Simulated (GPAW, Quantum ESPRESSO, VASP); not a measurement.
# HgTe (P3_221, 6 atoms in the cell) computed with different codes at matched settings

Self-consistent single point.

```
CELL_PARAMETERS angstrom
      4.58273     0.00000     0.00000
     -2.29136     3.96876     0.00000
      0.00000     0.00000    10.22898
ATOMIC_POSITIONS crystal
  Hg 0.68832 0.68832 0.00000
  Hg 0.31168 0.00000 0.66667
  Hg 0.00000 0.31168 0.33333
  Te 0.51372 0.51372 0.50000
  Te 0.48628 0.00000 0.16667
  Te 0.00000 0.48628 0.83333
```

Shared settings, as Quantum ESPRESSO writes them: occupations = smearing; smearing = fd; degauss = 0.000734986 Ry; K_POINTS = automatic 5 5 2 0 0 0. Potentials and cutoffs stand in the table.

```tsv
code	model	pressure (GPa)	largest force (eV/Å)	gap on the mesh (eV)	cutoff
VASP	LDA (PZ), VASP's LDA PAW potentials (set 64)	-0.94	0.302	0.690	300 eV
GPAW	LDA (Perdew-Wang 92), GPAW PAW datasets LDA (gpaw-data 1.0.1)	-1.12	0.206	0.698	550 eV
Quantum ESPRESSO	LDA (PZ), GBRV 1.5 ultrasoft (LDA) pseudopotentials	-0.62	0.344	0.702	40 Ry
```

Size of the force on each atom (eV/Å): Sizes of forces hide their directions.

| code | Hg1 | Hg2 | Hg3 | Te4 | Te5 | Te6 |
|---|---|---|---|---|---|---|
| VASP | 0.086 | 0.086 | 0.086 | 0.302 | 0.302 | 0.302 |
| GPAW | 0.081 | 0.081 | 0.081 | 0.206 | 0.206 | 0.206 |
| Quantum ESPRESSO | 0.071 | 0.071 | 0.071 | 0.344 | 0.344 | 0.344 |

Gaps are read on the mesh.

On VASP's run: spin-orbit coupling is off.

The spread over the programs that give each value: pressure within 0.50 GPa; largest force within 0.138 eV/Å; gap on the mesh within 0.012 eV.

In the force vectors, GPAW (by 0.096) lies more than 0.08 eV/Å from the median of the plane-wave programs.

VASP's run is marked for a possible Pulay error in its stress at this cutoff; no cutoff test was made.

The starting cell comes from a database of computed structures (which also holds hypothetical and non-ambient phases and stackings), without a prior relaxation at this level. Its lattice was rescaled by a random factor within 2.5 % of one.

Left out of this page: Ansatz, CP2K and SIESTA (not drawn, or without a comparable value).
